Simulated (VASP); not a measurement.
```yaml
crystal:
  lattice:
    - [3.84042, 0.00000, 0.00000]
    - [0.00000, 3.84042, 0.00000]
    - [0.00000, 0.00000, 4.78889]
  atoms:
    - { symbol: Sn, position: [0.50000, 0.00000, 0.75777] }
    - { symbol: Sn, position: [0.00000, 0.50000, 0.24223] }
    - { symbol: O, position: [0.50000, 0.50000, 0.00000] }
    - { symbol: O, position: [0.00000, 0.00000, 0.00000] }
```

Method: optB86b-vdW, VASP's PBE PAW potentials (set 64) (plane waves; VASP). Run with 520 eV cut-off, Gaussian smearing of 0.050 eV, potentials Sn_d O.

Unless said otherwise, spin-orbit coupling is left out, though it shifts the bands of the heavy elements here.

Problem. Give the energies of bands 14 to 23 at the high-symmetry points, in eV from the valence-band maximum.

Solution. 
```
band      Γ      X      M      Z      R      A
----  -----  -----  -----  -----  -----  -----
14    -6.66  -7.32  -8.84  -5.86  -7.47  -8.70
15    -6.00  -4.74  -4.85  -5.86  -5.24  -5.36
16    -6.00  -4.74  -4.85  -3.34  -5.24  -5.36
17    -3.26  -4.60  -2.33  -3.04  -4.56  -2.69
18    -2.97  -4.60  -2.33  -2.99  -4.56  -2.69
19    -2.97  -2.60  -1.85  -2.99  -1.63  -2.33
20    -0.01  -2.60  -1.85  -2.02  -1.63  -2.33
21     2.18   3.28   0.12   1.72   2.71   2.43
22     4.58   3.28   0.12   2.88   2.71   2.43
23     4.58   5.81   4.59   2.88   5.30   4.21
```

The gap is indirect, 0.12 eV, from the valence maximum at M-Γ at 0.89 to the conduction minimum at M.

Measured: gap 0.70 eV (computed value off by -0.58 eV), as given by David Waroquiers et al., Physical Review B (2013), arXiv:1302.6756.

The compound is SnO in the litharge structure. It was relaxed first.
